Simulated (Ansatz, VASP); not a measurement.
Two plane-wave programs on Na2Sb5

```
CELL_PARAMETERS angstrom
0.00000 3.94395 3.94395
3.94395 0.00000 3.94395
3.94395 3.94395 0.00000
ATOMIC_POSITIONS crystal
Na 0.50000 0.50000 0.50000
Na 0.25000 0.25000 0.25000
Sb 0.00000 0.00000 0.00000
Sb 0.86132 0.86132 0.86132
Sb 0.86132 0.86132 0.41605
Sb 0.86132 0.41605 0.86132
Sb 0.41605 0.86132 0.86132
```

Alike in both runs: task single point; functional PBE; k mesh 4 × 4 × 4; occupations gaussian, width 0.1 eV; no spin polarisation.

|  | VASP | Ansatz |
| --- | --- | --- |
| version | VASP 6.6.1 | Ansatz 0.2.0 |
| potentials or method | VASP PAW PBE potentials, release 64 (Na_pv, Sb) | scalar-relativistic, plane waves, PAW |
| plane-wave cutoff (eV) | 520 | 420 |
| valence electrons in the cell | 39 | 93 |

|  | VASP | Ansatz | Ansatz less VASP |
| --- | --- | --- | --- |
| gap on the k mesh at the Fermi level (eV) | none | none | - |
| rms of the force components (eV/Å) | 11.390 | 12.418 | +1.0282 |

Atom by atom the forces differ by 1.028 eV/Å (rms over components). A gap of «none» marks a metal or a gap that the smearing closes. The two sets of potentials don't hold the same shells in valence.

Caveats: forces of over 1 eV/Å show positions far from the minimum, so gaps and moduli don't describe the material at rest. Spin-orbit coupling is left out, which matters for the levels of Sb.
